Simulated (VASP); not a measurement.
Consider the following.

```yaml
crystal:
  lattice:
    - [0.00000, 2.41434, 2.41434]
    - [2.41434, 0.00000, 2.41434]
    - [2.41434, 2.41434, 0.00000]
  atoms:
    - { symbol: Si, position: [0.00000, 0.00000, 0.00000] }
    - { symbol: V, position: [0.50000, 0.50000, 0.50000] }
```

These are PBEsol GGA, VASP's PBE PAW potentials (set 64) (plane waves; VASP 6.6.1) values and carry that method's errors. Settings: 400 eV cut-off, Gaussian smearing of 0.050 eV, potentials Si V_sv.

Task: Estimate the band gap (along the path) with the smallest direct gap where there is one.

Result: 
```json
{
 "band gap (along the path)": "none (metal, semimetal or under 0.01 eV)"
}
```

Total energies compare only between runs with the same potentials, cut-off and functional.

The structure was generated: VSi was put into the rocksalt type (Fm-3m), which need not be its known phase. It was relaxed first, which changed the volume by -21 %. The run is not spin-polarised, so no magnetic state was tried. The electron count is odd and the run is not spin-polarised, which forces a metal.
